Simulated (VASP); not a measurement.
Calculation: revTPSS meta-GGA, VASP's PBE PAW potentials (set 64) (plane waves; VASP).

The input files of a VASP run:

### KPOINTS
```
Automatic mesh
0
Gamma
10 10 10
0 0 0
```

INCAR:
```
! general
SYSTEM   =  MgS
PREC     =  Accurate
ENCUT    =  520
LREAL    =  .FALSE.   ! projection in real space or not
LASPH    =  .TRUE.   ! aspherical one-centre terms

! electronic loop
EDIFF    =  1E-7   ! SCF stop (eV)
NELM     =  100   ! most electronic steps
ALGO     =  Normal   ! blocked Davidson
LMIXTAU  =  .TRUE.

! smearing
ISMEAR   =  -5

! functional
METAGGA  =  RTPSS

! ions
ISIF     =  2   ! forces and stress, cell fixed

! output
LWAVE    =  .FALSE.
LCHARG   =  .FALSE.
LORBIT   =  11   ! lm-projected
NEDOS    =  601
```

POSCAR:
```
MgS
1
   -0.0000000000     2.6055902659     2.6055902659
    2.6055902659    -0.0000000000     2.6055902659
    2.6055902659     2.6055902659     0.0000000000
Mg S
1 1
Direct
  0.0000000000   0.0000000000   0.0000000000
  0.5000000000   0.5000000000   0.5000000000
```

### KPOINTS_OPT
```
k-points along high-symmetry lines
10
Line-mode
Reciprocal
  0.000000   0.000000   0.000000 ! GAMMA
  0.500000   0.000000   0.500000 ! X

  0.500000   0.000000   0.500000 ! X
  0.625000   0.250000   0.625000 ! U

  0.375000   0.375000   0.750000 ! K
  0.000000   0.000000   0.000000 ! GAMMA

  0.000000   0.000000   0.000000 ! GAMMA
  0.500000   0.500000   0.500000 ! L

  0.500000   0.500000   0.500000 ! L
  0.500000   0.250000   0.750000 ! W

  0.500000   0.250000   0.750000 ! W
  0.500000   0.000000   0.500000 ! X
```

POTCAR, in this order: Mg S (PBE.64 set). Program: vasp_std.

Output of the run:

**OSZICAR**
```
       N       E                     dE             d eps       ncg     rms          rms(c)
DAV:   1     0.321624427241E+02    0.32162E+02   -0.40304E+03   776   0.917E+02
DAV:   2    -0.888633259073E+01   -0.41049E+02   -0.40422E+02  1104   0.166E+02
DAV:   3    -0.108724980247E+02   -0.19862E+01   -0.19862E+01  1112   0.453E+01
DAV:   4    -0.108886734007E+02   -0.16175E-01   -0.16175E-01  1328   0.459E+00
DAV:   5    -0.108886848074E+02   -0.11407E-04   -0.11407E-04  1240   0.114E-01    0.625E+00
DAV:   6    -0.112102572458E+02   -0.32157E+00   -0.56819E+00   752   0.362E+01    0.225E+00
DAV:   7    -0.112227701938E+02   -0.12513E-01   -0.58015E-01  1000   0.707E+00    0.191E+00
DAV:   8    -0.113030916932E+02   -0.80321E-01   -0.11650E-01   760   0.451E+00    0.129E+00
DAV:   9    -0.112779941046E+02    0.25098E-01   -0.11141E-01   752   0.453E+00    0.171E-01
DAV:  10    -0.113442779153E+02   -0.66284E-01   -0.11582E-01   752   0.411E+00    0.283E-01
DAV:  11    -0.113532377500E+02   -0.89598E-02   -0.79126E-03   912   0.800E-01    0.208E-01
DAV:  12    -0.113531382796E+02    0.99470E-04   -0.34776E-04   992   0.186E-01    0.312E-01
DAV:  13    -0.113530585669E+02    0.79713E-04   -0.78731E-04   888   0.241E-01    0.434E-02
DAV:  14    -0.113533809831E+02   -0.32242E-03   -0.49698E-05   840   0.774E-02    0.372E-02
DAV:  15    -0.113534197237E+02   -0.38741E-04   -0.18279E-05   928   0.275E-02    0.121E-02
DAV:  16    -0.113534548077E+02   -0.35084E-04   -0.27345E-06   808   0.201E-02    0.709E-03
DAV:  17    -0.113534719173E+02   -0.17110E-04   -0.28385E-06   784   0.198E-02    0.830E-03
DAV:  18    -0.113534723318E+02   -0.41453E-06   -0.33971E-08  1032   0.185E-03    0.777E-03
DAV:  19    -0.113534724534E+02   -0.12157E-06   -0.15258E-07   816   0.318E-03    0.436E-03
DAV:  20    -0.113534725618E+02   -0.10840E-06   -0.18720E-07   768   0.390E-03    0.260E-04
DAV:  21    -0.113534725195E+02    0.42322E-07   -0.12467E-08   400   0.168E-03
   1 F= -.11353473E+02 E0= -.11353473E+02  d E =0.000000E+00
       N       E                     dE             ncg
       N       E                     dE             ncg
```

File OUTCAR:
```
------------------------ aborting loop because EDIFF is reached ----------------------------------------
  FORCE on cell =-STRESS in cart. coord.  units (eV):
  Direction    XX          YY          ZZ          XY          YZ          ZX
  --------------------------------------------------------------------------------------
  Total        0.0011227      0.0011227      0.0011227      0.0000000      0.0000000      0.0000000
  in kB        0.0508435      0.0508435      0.0508435      0.0000000      0.0000000      0.0000000
  external PRESSURE =       0.0508435 kB  Pullay stress =       0.0000000 kB
  volume of cell :       35.38
      direct lattice vectors                 reciprocal lattice vectors
     0.000000000  2.605590266  2.605590266    -0.191895098  0.191895098  0.191895098
     2.605590266  0.000000000  2.605590266     0.191895098 -0.191895098  0.191895098
     2.605590266  2.605590266  0.000000000     0.191895098  0.191895098 -0.191895098
 POSITION                                       TOTAL-FORCE (eV/Angst)
 -----------------------------------------------------------------------------------
      0.00000      0.00000      0.00000        -0.000000      0.000000     -0.000000
      2.60559      2.60559      2.60559         0.000000     -0.000000      0.000000
 -----------------------------------------------------------------------------------
    total drift:                               -0.000000      0.000000      0.000000
  FREE ENERGIE OF THE ION-ELECTRON SYSTEM (eV)
  ---------------------------------------------------
  free  energy   TOTEN  =       -11.3534725195 eV

  energy  without entropy=      -11.3534725195  energy(sigma->0) =      -11.35347252

 total charge

# of ion       s       p       d       tot
------------------------------------------
    1        0.132   0.124   0.038   0.294
    2        1.300   2.511   0.000   3.811
--------------------------------------------------
tot          1.432   2.635   0.038   4.105
```
(Selected blocks of OUTCAR.)

The compound is MgS in the rock salt structure. It was relaxed first.
